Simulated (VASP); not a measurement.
Input:

```
MgSe
1.0
    0.00000     2.77935     2.77935
    2.77935     0.00000     2.77935
    2.77935     2.77935     0.00000
Mg Se
1 1
Direct
  0.00000   0.00000   0.00000
  0.50000   0.50000   0.50000
```

Calculation: PBE GGA, VASP's PBE PAW potentials (set 64) (plane waves; VASP). Settings: 520 eV cut-off, 8×8×8 Γ-centred mesh, Gaussian smearing of 0.050 eV, potentials Mg Se.

**Question.** Give the stress tensor in GPa (positive for a compressed cell).

**Answer.** 
```
-1.69   0.00   0.00
 0.00  -1.69   0.00
 0.00   0.00  -1.69
```
The pressure is its mean diagonal, -1.69 GPa.

The compound is MgSe in the rock salt structure. This cell is one point of a volume scan, at 1.03 of the reference volume.
